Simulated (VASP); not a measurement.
A convergence study with VASP on RbCl (rock salt): a few settings are varied, all else stays as given below, so the limit is that of these other settings. The cell's lengths are 1 % over those of the tabulated start and one atom is moved, so it is off equilibrium.

```yaml
crystal:
  lattice:
    - [0.00000, 3.32290, 3.32290]
    - [3.32290, 0.00000, 3.32290]
    - [3.32290, 3.32290, 0.00000]
  atoms:
    - { symbol: Rb, position: [0.00000, 0.00000, 0.00000] }
    - { symbol: Cl, position: [0.49088, 0.50912, 0.50912] }
```

These are PBE GGA, VASP's PBE PAW potentials (set 64) (plane waves; VASP 6.6.1) values and carry that method's errors. The last row used: 900 eV cut-off, 6×6×6 Γ-centred mesh, Gaussian smearing of 0.050 eV, potentials Rb_sv Cl_h.

Gaps are read on the run's mesh, which can miss a band edge. Energies of different potentials or hybrids have different zeros.

| setting | E (eV/atom) | pressure (GPa) | gap on the mesh (eV) | plane waves |
|---|---|---|---|---|
| ENCUT = 300, POTCAR Rb_sv Cl | -3.3356 | 0.22 | 4.906 | 893 |
| ENCUT = 400, POTCAR Rb_sv Cl | -3.3358 | 0.38 | 4.905 | 1363 |
| ENCUT = 520, POTCAR Rb_sv Cl | -3.3358 | 0.38 | 4.906 | 1994 |
| ENCUT = 700, POTCAR Rb_sv Cl | -3.3358 | 0.41 | 4.906 | 3119 |
| ENCUT = 900, POTCAR Rb_sv Cl | -3.3358 | 0.41 | 4.906 | 4573 |
| ENCUT = 300, POTCAR Rb_pv Cl | … | … | 4.890 | 893 |
| ENCUT = 400, POTCAR Rb_pv Cl | -3.3146 | 0.58 | 4.890 | 1363 |
| ENCUT = 520, POTCAR Rb_pv Cl | -3.3147 | 0.58 | 4.892 | 1994 |
| ENCUT = 700, POTCAR Rb_pv Cl | -3.3147 | 0.61 | 4.892 | 3119 |
| ENCUT = 900, POTCAR Rb_pv Cl | -3.3147 | 0.61 | 4.892 | 4573 |
| ENCUT = 300, POTCAR Rb_sv Cl_h | -3.3437 | -1.04 | 4.897 | 893 |
| ENCUT = 400, POTCAR Rb_sv Cl_h | -3.3361 | 0.03 | 4.905 | 1363 |
| ENCUT = 520, POTCAR Rb_sv Cl_h | -3.3363 | … | 4.906 | 1994 |
| ENCUT = 700, POTCAR Rb_sv Cl_h | -3.3364 | 0.40 | 4.906 | 3119 |
| ENCUT = 900, POTCAR Rb_sv Cl_h | -3.3363 | 0.40 | 4.906 | 4573 |

Question: What belongs in the gaps?

Answer: 
- ENCUT = 300, POTCAR Rb_pv Cl, E (eV/atom): -3.3143
- ENCUT = 300, POTCAR Rb_pv Cl, pressure (GPa): 0.46
- ENCUT = 520, POTCAR Rb_sv Cl_h, pressure (GPa): 0.37

Left out are rungs that failed or repeat a setting and relaxations that didn't move; long series are thinned to 24 rows.

The compound is RbCl in the rock salt structure. The cell was not relaxed at this level, it is distorted from the ideal structure.
